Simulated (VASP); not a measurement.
The system is MgO.

```
Mg O
1.0
     0.00000    2.12450    2.12450
     2.12450    0.00000    2.12450
     2.12450    2.12450    0.00000
Mg O
1 1
Direct
  0.00000 0.00000 0.00000
  0.50000 0.50000 0.50000
```

```yaml
Program: VASP 6.6.1
Task: relaxation of cell and atoms
Functional: PBEsol
Potentials_or_basis: VASP PAW PBE potentials, release 64 (Mg, O)
Cutoff: 600 eV
k_mesh: 10 × 10 × 10
Occupations: gaussian, width 0.02 eV
Spin: no spin polarisation
```

At the start: pressure -4.4 GPa; volume 9.59 Å³/atom.

How do energy, volume and symmetry change on relaxing?

Over 3 steps the energy falls by 3.9 meV/atom and the volume is 9.31 Å³/atom (-2.9 %); space group Fm-3m (No. 225, to 0.05 Å).

Step by step:
```tsv
step	energy change (eV)	largest force (eV/Å)	pressure (GPa)	volume (Å³)
1	0.0000	0.0000	-4.43	19.18
2	-0.0071	0.0000	1.53	18.45
3	-0.0079	0.0000	0.01	18.62
```

Final structure:
```cif
data_structure
_symmetry_space_group_name_H-M 'P 1'
_symmetry_Int_Tables_number 1
_cell_length_a 2.9752
_cell_length_b 2.9752
_cell_length_c 2.9752
_cell_angle_alpha 60.000
_cell_angle_beta 60.000
_cell_angle_gamma 60.000
_cell_volume 18.62
loop_
_atom_site_label
_atom_site_type_symbol
_atom_site_fract_x
_atom_site_fract_y
_atom_site_fract_z
_atom_site_occupancy
Mg1 Mg 0.00000 0.00000 0.00000 1
O1 O 0.50000 0.50000 0.50000 1
```

Caveat: the PAW data sets were made with another functional, which shifts forces and pressure a little.
